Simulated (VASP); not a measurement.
Input:

```
CELL_PARAMETERS angstrom
      2.86492     0.00000     0.00000
      0.00000     2.86492     0.00000
      0.00000     0.00000     2.86492
ATOMIC_POSITIONS crystal
  Cr 0.00000 0.00000 0.00000
  Cr 0.50000 0.50000 0.50000
```
Starting moments (μB, in the order of the record's atoms Cr Cr): 1.1 -1.1.

The numbers are results of PBE GGA, VASP's PBE PAW potentials (set 64) (plane waves; VASP), not measurements. Numerical set-up: 520 eV cut-off, 14×14×14 Γ-centred mesh, tetrahedra with Blöchl corrections, potentials Cr_pv.

Question: The job: Cr (bcc, AFM order), 2 atoms, PBE, static run, 520 eV, 14×14×14 Γ-centred mesh. Roughly how much core time does it take on a busy server core?

Answer: About 3 core-minutes (one run on a shared machine, a rough figure). It had 120 irreducible k-points, 16 bands, up to 655 plane waves and 28 electronic steps.

The compound is Cr in the bcc, AFM order structure. It was relaxed first. The spin order is the one that the start imposed; others were not tried in this run.
